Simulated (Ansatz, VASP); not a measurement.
## TiSi in two plane-wave programs

One calculation is typed for both programs; each brings its own data sets. How far apart do they land? The cell is generated by rule, not measured, and may not be a known phase. The cell is taken from a series of runs on this material, whose earlier steps may have relaxed, scaled, displaced or heated it; both programs get it as it stands.

Method: plane waves, with VASP 6.6.1 beside it; relaxation of cell and atoms at PBEsol and zone-centre phonons at PBEsol, in Ansatz 0.2.0.

The structure was built from a prototype and need not be the compound's stable phase.

### Step 1. Starting point

Symmetry: Fm-3m, No. 225, cubic system. The conventional cell has a = 5.037 Å, b = 5.037 Å, c = 5.037 Å, α = 90.00°, β = 90.00°, γ = 90.00°. Nearest to Ti lie 6 Si at 2.52 Å. Nearest to Si lie 6 Ti at 2.52 Å. Farther neighbours are not listed.

### Step 2. Ansatz: relaxation of cell and atoms, PBEsol

Ansatz runs on its default PAW (the set named soft_2) files.

The relaxed volume is the usual yardstick between codes: in a stiff, nearly cubic crystal its relative difference is about their pressure difference at one cell divided by the bulk modulus.

The input, input.yaml:

```yaml
crystal:
  lattice:
    - [0.0, 2.5187487423, 2.5187487423]
    - [2.5187487423, 0.0, 2.5187487423]
    - [2.5187487423, 2.5187487423, 0.0]
  atoms:
    - { symbol: Ti, position: [0.0, 0.0, 0.0] }
    - { symbol: Si, position: [0.5, 0.5, 0.5] }
kpoints:
  mp_grid: { grid: [12, 12, 12] }
hamiltonian:
  xc: pbesol
scf:
  occupations: { method: methfessel_paxton, width: 0.15 }
output:
  forces: true
  stress: true
  eigenvalues: true
relax:
  adjacent_minimum: "off"
  f_tol: 0.001
  max_steps: 60
  cell: { stress_tol: 0.01 }
```

Launch:

```
$ ansatz run input.yaml --threads 4 --pin off --max-ram 7168MiB --backend cpu --events-out ev --progress --plain --runs-dir out
```

Numbers of over 12 decimals in the logs are rounded to 6 here.

What it wrote:

```text
Engine: ansatz 0.2.0, x86_64-unknown-linux-gnu
Pseudopotentials: kind: paw
Pseudopotential: Ti, paw, valence charge 12, recommended cutoff 420 eV (normal), Ti.paw.azcp
Pseudopotential: Si, paw, valence charge 4, recommended cutoff 420 eV (normal), Si.paw.azcp
Functional definition: PBEsol
  exchange = pbesol_x
  correlation = pbesol_c
Crystal: 2 atoms, lattice volume = 31.958 Å³
Basis set: ecut = 420 eV, 609 PW (Γ), exchange–correlation on 48×48×48 points (8 copies of the dense FFT grid, shifted against one another)
Bands: 12, of which v1, the nominal top of the filled ones, is band 8 counted from 1 (7 counted from 0)
Symmetry: 48 space group operations
Space group: Fm-3m (ITA 225), of the structure as read, at distance tolerance 3.2e-5 Å
k-points: 72 of 1728
Non-local potential: Ti, projectors of the file, l = 0: 3, l = 1: 2, l = 2: 3, l = 3: 1
Non-local potential: Si, projectors of the file, l = 0: 2, l = 1: 2, l = 2: 2
PAW form: soft (Blöchl's): semilocal exchange-correlation on the pseudo side does not see the compensation charge
PAW frozen core: Ti, regenerated for the run's functional, and the local potential with it (the file was generated under x = pbe(κ = 0.804, μ = 0.219515), c = pbe(β = 0.066725))
PAW frozen core: Si, regenerated for the run's functional, and the local potential with it (the file was generated under x = pbe(κ = 0.804, μ = 0.219515), c = pbe(β = 0.066725))
PAW one-centre angular grid: Ti, 590 points (default); XC on 64 Gauss nodes
PAW one-centre angular grid: Si, 110 points (default); XC on 64 Gauss nodes
Initial density: superposition of atomic densities (neutral atoms: chi_scale 0, normalization atom), corrected by the library's trained network
Initial wavefunctions: pseudopotential atomic-orbital guess
Functional: x = pbesol(κ = 0.804, μ = 0.123457), c = pbesol(β = 0.046)
SCF iter   1: F=—  HF=-3096.372927 eV  |F-HF|=—  |Δ(HF+E_count)|=         —  Δρ=8.51e-3  dr2=2.24e-2  ethr=1.77e-3  ⟨swp⟩=5.0  Hψ=4602  notcnv=0
preconditioner: auto → none  [metal: Δε(μ)=0.004 eV  Ē_g=5.861 eV  σ=0.150 eV  W_gap=0.02  n_scr=8 (ndim 8)  ℏωp=18.6 eV  f_vac=0.000  D(μ)=0.58/eV (n_scr^D=0)  sad-step TF]
SCF iter   2: F=—  HF=-3096.369946 eV  |F-HF|=—  |Δ(HF+E_count)|=   2.98e-3  S|Δr|=    0.00e0  Δρ=4.94e-3  dr2=8.22e-3  ethr=1.40e-4  ⟨swp⟩=1.0  Hψ=1440  notcnv=0
SCF iter   3: F=—  HF=-3096.368397 eV  |F-HF|=—  |Δ(HF+E_count)|=   1.55e-3  S|Δr|=    0.00e0  Δρ=3.36e-4  dr2=4.47e-5  ethr=5.14e-5  ⟨swp⟩=2.2  Hψ=1058  notcnv=0
SCF iter   4: F=—  HF=-3096.368396 eV  |F-HF|=—  |Δ(HF+E_count)|=   1.36e-6  S|Δr|=    0.00e0  Δρ=6.40e-5  dr2=6.11e-7  ethr=2.79e-7  ⟨swp⟩=2.8  Hψ=1441  notcnv=0
SCF iter   5: F=-3096.368396 eV  HF=-3096.368396 eV  |F-HF|=7.15e-9  |Δ(HF+E_count)|=   1.13e-7  S|Δr|=    0.00e0  Δρ=8.08e-6  dr2=7.65e-9  ethr=6.25e-10  ⟨swp⟩=5.7  Hψ=4116  notcnv=0
SCF 1 converged in 5 iterations: F = -3096.368396 eV  dr2 = 7.65e-9
  greatest PAW one-centre occupation: 0.999 electrons in one spin orbital (limit 2), on the Ti atom at site 0 (counted from 0), in its partial waves of l = 0
relax step   1: F+E_penalty+E_count = -3096.36839592 eV  Δ(F+E_penalty+E_count) = +0.000e0 eV  max|allowed force component| = 8.382e-31 eV/Å  Δτ_max = 0.0000 Å  P = -0.014 GPa  Ω = 31.958 Å³  (5 SCF iters, dr2 threshold 1.00e-7 eV, accepted)
[...]
relax step   2: F+E_penalty+E_count = -3096.36839654 eV  Δ(F+E_penalty+E_count) = -6.254e-7 eV  max|allowed force component| = 5.916e-31 eV/Å  Δτ_max = 0.0000 Å  P = -0.001 GPa  Ω = 31.955 Å³  energy of the carried Pulay correction = +4.559e-7 eV  (3 SCF iters, dr2 threshold 5.14e-10 eV, accepted)
[...]
relax step   3: F+E_penalty+E_count = -3096.36839519 eV  Δ(F+E_penalty+E_count) = +1.356e-6 eV  max|allowed force component| = 4.602e-31 eV/Å  Δτ_max = 0.0000 Å  P = -0.001 GPa  Ω = 31.955 Å³  stress off target by 1.05e-3 GPa  SCF on the basis re-selected at this cell (its energy is not comparable with the rows above)  (4 SCF iters)
basis re-selected at this cell: Δ(F+E_penalty+E_count) = +1.356e-6 eV, ΔP = +0.000 GPa vs the last step (what re-selecting the basis moved, of the pressure what is left beyond the Pulay correction that the steps carried, after the strain that the cell walked since its last selection, with what the two solves' SCF thresholds leave and, on support functions, any second-order correction that the steps lacked; it is no m [...]
SCF converged after 4 iterations
Stability not checked: this state was not tested for a lower state beside it, because cold or Methfessel-Paxton smearing, or corrected tetrahedra, fill the levels in a way that the test cannot read (fill_not_monotonic; see scf.lower_state_search)
Free energy (F): -3096.368395 eV
Harris-Foulkes:  -3096.368395 eV  (|F-HF|=4.55e-13)
Internal energy: -3096.368525 eV  (E = F + TS)
E sigma→0 (E₀):  -3096.368428 eV
Entropy (-TS):   0.000129 eV (0.065 meV/atom)
Fermi energy:    11.458700 eV
--- Per-component energies (eV) ---
  E_band       = -155.738348
  E_kinetic    = 314.927210
  E_local      = -987.155726  (includes V_loc(G=0)·N_el)
  E_nonlocal   = 36.569509
  E_hartree    = 411.812510
  E_xc         = -152.935932
  E_vxc        = -170.314751  (∫ρ·V_xc dr)
  E_paw        = -1521.730714  (= ΣΔE_a)
  E_vpaw       = -173.389708  (= ΣTr[D̂ρ^β])
  E_aug_tail   = 0.000105  (compensation charges beyond the density's cutoff)
  E_ewald      = -1198.026431
  E_core_change = 0.170945  (= ΣΔE_core)
  E_smearing   = 0.000129  (= −TS)
  E_closure    = 0.000000  (closes the sum)
  Σ components = -3096.368395   (vs F -3096.368395, Δ=0.00e0)
--- Forces (eV/Å), atoms counted from 1 ---
  atom   1  Ti    -0.00000000     0.00000000     0.00000000
  atom   2  Si     0.00000000    -0.00000000    -0.00000000
  max |Σ_I F_I| component: 4.11e-31 eV/Å
--- Stress (GPa, compression-positive) ---
       -0.001047      -0.000000      -0.000000
       -0.000000      -0.001047       0.000000
       -0.000000       0.000000      -0.001047
  P = ⅓ Tr σ = -0.0010 GPa (-0.010 kbar)
--- Band table (eV; the first three rows and the last of 72) ---
  k-point 0: bands = [... 4 lower, 1.1220, 11.4303, 11.4303, 11.4303, 11.8328, 11.8328, 14.9194, 14.9194]
  k-point 1: bands = [... 4 lower, 1.2477, 11.1811, 11.3963, 11.3963, 11.7046, 11.7046, 14.6933, 15.2648]
  k-point 2: bands = [... 4 lower, 1.6184, 10.4532, 10.9667, 10.9667, 11.8665, 11.8665, 14.2804, 16.0532]
  k-point 71: bands = [... 4 lower, 4.6671, 8.4356, 8.4356, 9.4208, 13.4509, 13.4509, 13.6528, 13.6568]
--- Relaxed structure (2 steps of the walk, 2 accepted, 1 SCFs on fresh bases) ---
  F+E_penalty+E_count = -3096.36839519 eV   max|allowed force component| = 4.602e-31 eV/Å   (the final SCF, on the basis selected at the relaxed cell)
  cell:  # Å, volume = 31.9549 Å³
    - [0, 2.518657, 2.518657]
    - [2.518657, 0, 2.518657]
    - [2.518657, 2.518657, 0]
  atoms:
    - { symbol: Ti, position: [0, 0, 0] }
    - { symbol: Si, position: [0.5, 0.5, 0.5] }
```

In the SCF lines HF is the Harris–Foulkes energy and dr2 the Hartree energy of the density residual, in eV; the loop may stop once dr2 is under the threshold and the program's other checks hold. Hψ counts applications of the Hamiltonian.

### Step 3. VASP: relaxation of cell and atoms, PBEsol

The same cell, functional, mesh and smearing now go to VASP, with its own data sets.

Lines of VASP's logs that name or quote its potential files are left out, and so is its time.

The input, INCAR:

```
SYSTEM = TiSi
PREC = Accurate
ENCUT = 500
EDIFF = 1E-07
NELM = 120
ISMEAR = 1
SIGMA = 0.15
LREAL = .FALSE.
ALGO = Normal
GGA = PS
NBANDS = 14
LASPH = .TRUE.
LORBIT = 11
LWAVE = .FALSE.
LCHARG = .FALSE.
ISIF = 3
IBRION = 2
NSW = 80
EDIFFG = -0.005
GGA_COMPAT = .FALSE.
NELMIN = 4
KPAR = 2
```

The input, POSCAR:

```
TiSi
1.0
    0.0000000000      2.5187490000      2.5187490000
    2.5187490000      0.0000000000      2.5187490000
    2.5187490000      2.5187490000      0.0000000000
Ti Si
1 1
Direct
    0.0000000000      0.0000000000      0.0000000000
    0.5000000000      0.5000000000      0.5000000000
```

The input, KPOINTS:

```
Automatic mesh
0
Gamma
12 12 12
0 0 0
```

Potentials, in the order of the species: Ti_sv and Si (PBE family, release 64).

Launch:

```
$ mpirun -np 2 vasp_std
```

What it wrote:

```text
[banner, memory and clock lines left out]
running    2 mpi-ranks, on    1 nodes
 distrk:  each k-point on    1 cores,    2 groups
 distr:  one band on    1 cores,    1 groups

 POSCAR found type information on POSCAR TiSi
 POSCAR found :  2 types and       2 ions
|                                                                             |
|               ----> ADVICE to this user running VASP <----                  |
|                                                                             |
|     You enforced a specific xc type in the INCAR file but a different       |
|     [... a line on the potential file left out ...]
|     I HOPE YOU KNOW WHAT YOU ARE DOING!                                     |
|                                                                             |

 LDA part: xc-table for (Slater+PW92), standard interpolation
 POSCAR, INCAR and KPOINTS ok, starting setup
 FFT: planning ... GRIDC
 FFT: planning ... GRID_SOFT
 FFT: planning ... GRID
 WAVECAR not read
 entering main loop
       N       E                     dE             d eps       ncg     rms          rms(c)
DAV:   1     0.105738611549E+03    0.10574E+03   -0.77094E+03  2022   0.119E+03
DAV:   2    -0.113179652323E+02   -0.11706E+03   -0.11261E+03  2124   0.311E+02
DAV:   3    -0.173193195690E+02   -0.60014E+01   -0.58790E+01  3088   0.689E+01
DAV:   4    -0.175001714955E+02   -0.18085E+00   -0.18060E+00  2344   0.108E+01
DAV:   5    -0.175057428434E+02   -0.55713E-02   -0.55712E-02  2872   0.169E+00    0.126E+01
DAV:   6    -0.152143678776E+02    0.22914E+01   -0.90969E+00  2490   0.394E+01    0.420E+00
DAV:   7    -0.150717763921E+02    0.14259E+00   -0.15691E+00  2292   0.150E+01    0.293E+00
DAV:   8    -0.151154216553E+02   -0.43645E-01   -0.27377E-01  2386   0.680E+00    0.212E+00
DAV:   9    -0.150593956300E+02    0.56026E-01   -0.11008E-01  2280   0.460E+00    0.384E-01
DAV:  10    -0.150596436045E+02   -0.24797E-03   -0.36668E-03  2376   0.529E-01    0.402E-01
DAV:  11    -0.150597012630E+02   -0.57659E-04   -0.72269E-04  2578   0.341E-01    0.655E-01
DAV:  12    -0.150594925265E+02    0.20874E-03   -0.65091E-04  2154   0.221E-01    0.216E-01
DAV:  13    -0.150594986915E+02   -0.61650E-05   -0.29343E-05  2488   0.470E-02    0.132E-01
DAV:  14    -0.150594970320E+02    0.16595E-05   -0.14426E-06  2208   0.134E-02    0.110E-01
DAV:  15    -0.150594880128E+02    0.90192E-05   -0.21590E-05  2398   0.581E-02    0.314E-02
DAV:  16    -0.150594876182E+02    0.39463E-06   -0.16262E-06  2682   0.118E-02    0.163E-02
DAV:  17    -0.150594874991E+02    0.11911E-06   -0.47740E-07  2476   0.923E-03    0.904E-03
DAV:  18    -0.150594876276E+02   -0.12854E-06   -0.67916E-08  1138   0.257E-03    0.365E-03
DAV:  19    -0.150594876165E+02    0.11122E-07   -0.11480E-08  1032   0.121E-03
   1 F= -.15059488E+02 E0= -.15059529E+02  d E =-.150595E+02
 curvature:   0.00 expect dE= 0.000E+00 dE for cont linesearch  0.000E+00
 trial: gam= 0.00000 g(F)=  0.366E-61 g(S)=  0.232E-04 ort = 0.000E+00 (trialstep = 0.100E+01)
 search vector abs. value=  0.232E-04
 bond charge predicted
       N       E                     dE             d eps       ncg     rms          rms(c)
DAV:   1    -0.150598649300E+02   -0.37730E-03   -0.61897E-03  2430   0.110E+00    0.178E-01
DAV:   2    -0.150595676378E+02    0.29729E-03   -0.17725E-03  2286   0.605E-01    0.584E-02
DAV:   3    -0.150594827693E+02    0.84869E-04   -0.21805E-04  2328   0.198E-01    0.172E-02
DAV:   4    -0.150594829763E+02   -0.20703E-06   -0.50091E-05  2658   0.539E-02    0.928E-03
DAV:   5    -0.150594866569E+02   -0.36806E-05   -0.55078E-06  2286   0.163E-02    0.493E-03
DAV:   6    -0.150594878153E+02   -0.11585E-05   -0.51688E-06  3038   0.997E-03    0.249E-03
DAV:   7    -0.150594877100E+02    0.10534E-06   -0.13349E-07  1954   0.340E-03    0.519E-04
DAV:   8    -0.150594877233E+02   -0.13363E-07   -0.29108E-09  1050   0.637E-04
   2 F= -.15059488E+02 E0= -.15059531E+02  d E =-.106877E-06
 trial-energy change:   -0.000000  1 .order   -0.000002   -0.000023    0.000019
 step:   0.4810(harm=  0.5458)  dis= 0.00000  next Energy=   -15.059493 (dE=-0.538E-05)
 bond charge predicted
       N       E                     dE             d eps       ncg     rms          rms(c)
DAV:   1    -0.150595930144E+02   -0.10530E-03   -0.16695E-03  2430   0.573E-01    0.919E-02
DAV:   2    -0.150595125007E+02    0.80514E-04   -0.46984E-04  2280   0.312E-01    0.301E-02
DAV:   3    -0.150594904690E+02    0.22032E-04   -0.58289E-05  2334   0.102E-01    0.900E-03
DAV:   4    -0.150594903894E+02    0.79618E-07   -0.13542E-05  2664   0.282E-02    0.484E-03
DAV:   5    -0.150594919795E+02   -0.15901E-05   -0.14941E-06  2274   0.851E-03    0.246E-03
DAV:   6    -0.150594927257E+02   -0.74621E-06   -0.13844E-06  3022   0.506E-03    0.131E-03
DAV:   7    -0.150594928109E+02   -0.85249E-07   -0.33017E-08  1158   0.180E-03
   3 F= -.15059493E+02 E0= -.15059535E+02  d E =-.519445E-05
 curvature:  -0.27 expect dE=-0.337E-08 dE for cont linesearch -0.337E-08
 trial: gam=-0.02274 g(F)=  0.686E-61 g(S)=  0.126E-07 ort = 0.541E-06 (trialstep = 0.896E+00)
 search vector abs. value=  0.107E-09
 reached required accuracy - stopping structural energy minimisation
```

From OUTCAR (step 3):

```text
ion  position               nearest neighbor table
   1  0.000  0.000  0.000-   2 2.52   2 2.52   2 2.52   2 2.52   2 2.52   2 2.52
   2  0.500  0.500  0.500-   1 2.52   1 2.52   1 2.52   1 2.52   1 2.52   1 2.52

  LATTYP: Found a face centered cubic cell.
 ALAT       =     5.0374980000

 Subroutine GETGRP returns: Found 48 space group operations
 (whereof 48 operations were pure point group operations)

The static configuration has the point symmetry O_h .

 Found     72 irreducible k-points:

   k-points           NKPTS =     72   k-points in BZ     NKDIM =     72   number of bands    NBANDS=     14

   dimension x,y,z NGX =    28 NGY =   28 NGZ =   28
   dimension x,y,z NGXF=    56 NGYF=   56 NGZF=   56

   ENCUT  =  500.0 eV  36.75 Ry    6.06 a.u.   6.49  6.49  6.49*2*pi/ulx,y,z

   NELECT =      16.0000    total number of electrons

 k-points in reciprocal lattice and weights: Automatic mesh
   0.00000000  0.00000000  0.00000000       0.001
   0.08333333  0.00000000  0.00000000       0.005
   0.16666667  0.00000000  0.00000000       0.005
   0.25000000  0.00000000  0.00000000       0.005
   0.33333333  0.00000000  0.00000000       0.005
   0.41666667  0.00000000  0.00000000       0.005
   0.50000000  0.00000000  0.00000000       0.002
   0.08333333  0.08333333  0.00000000       0.003
   0.16666667  0.08333333  0.00000000       0.014
[...]
-0.33333333  0.50000000  0.16666667       0.007
  -0.25000000  0.50000000  0.25000000       0.003

 average (electrostatic) potential at core
       1 -72.0261       2 -79.7991

 E-fermi :   8.4912

 k-point     1 :       0.0000    0.0000    0.0000
  band No.  band energies     occupation
    ...
      4     -24.3875      2.00000
      5      -1.8346      2.00000
      6       8.4617      1.32639
      7       8.4617      1.32639
      8       8.4617      1.32636
      9       8.8605     -0.00274
     10       8.8605     -0.00274
     11      11.9561      0.00000
     12      11.9561      0.00000
     13      11.9561      0.00000
    ...

 k-point     2 :       0.0833    0.0000    0.0000
  band No.  band energies     occupation
    ...
      4     -24.3885      2.00000
      5      -1.7092      2.00000
      6       8.2134      2.02503
      7       8.4276      1.65158
      8       8.4276      1.65157
      9       8.7336     -0.04468
     10       8.7336     -0.04468
     11      11.7286      0.00000
     12      12.2999      0.00000
     13      12.2999      0.00000
    ...

 k-point     3 :       0.1667    0.0000    0.0000
  band No.  band energies     occupation
    ...
      4     -24.3912      2.00000
      5      -1.3395      2.00000
      6       7.4875      2.00000
      7       7.9990      2.00004
      8       7.9990      2.00004
      9       8.8962     -0.00091
     10       8.8962     -0.00091
     11      11.3126     -0.00000
     12      13.0854      0.00000
     13      13.0854      0.00000
    ...

  Total        0.0004172      0.0004172      0.0004172      0.0000000     -0.0000000     -0.0000000
  in kB        0.0209031      0.0209031      0.0209031      0.0000000     -0.0000000     -0.0000000
  external PRESSURE =       0.0209031 kB  Pullay stress =       0.0000000 kB

  energy-cutoff  :      500.00
  volume of cell :       31.98
      direct lattice vectors                 reciprocal lattice vectors
     0.000000000  2.519272717  2.519272717    -0.198469978  0.198469978  0.198469978
     2.519272717 -0.000000000  2.519272717     0.198469978 -0.198469978  0.198469978
     2.519272717  2.519272717 -0.000000000     0.198469978  0.198469978 -0.198469978

 POSITION                                       TOTAL-FORCE (eV/Angst)
 -----------------------------------------------------------------------------------
      0.00000      0.00000      0.00000         0.000000      0.000000     -0.000000
      2.51927      2.51927      2.51927         0.000000     -0.000000      0.000000
 -----------------------------------------------------------------------------------
    total drift:                               -0.000000     -0.000000      0.000000

  FREE ENERGIE OF THE ION-ELECTRON SYSTEM (eV)
  ---------------------------------------------------
  free  energy   TOTEN  =       -15.0594928109 eV

  energy  without entropy=      -15.0596189118  energy(sigma->0) =      -15.05953484

 reached required accuracy - stopping structural energy minimisation

 total charge
# of ion       s       p       d       tot
------------------------------------------
    1        2.172   6.132   2.038  10.342
    2        0.808   0.955   0.000   1.763
--------------------------------------------------
tot          2.980   7.087   2.038  12.105

[... 3 further parts left out ...]
```

The run keeps the 48 symmetry operations of its start, so it cannot find a distortion of lower symmetry.

### Step 4. Comparison

Known differences besides the potentials themselves: the cutoff is 420 eV in Ansatz and 500 eV in VASP; Ansatz makes its cores anew for this functional, VASP keeps those of its PBE data sets; Ansatz adds a Pulay correction to the stress that steers its cell, VASP none. Total energies have different zeros and are not compared.

Both answers:

```csv
quantity,Ansatz,VASP,difference
volume (Å³),31.95,31.98,-0.07 %
"edge a after relaxation, in the typed setting (Å)",3.562,3.563,-0.03 %
```

(Continued in part 2 of 2.)

[Lines on the potential files, build, host, timing and source positions are cut from VASP's logs without a mark.]

[Logs are printed without paths, hosts, clocks, repeated set-up lines and the standing remarks that a program may print on its own settings, such as how far it seeks lower states.]

[Hosts, paths, dates, database ids (printed as entryN), source tags and the programs' standing remarks are cut or masked in the printed files.]
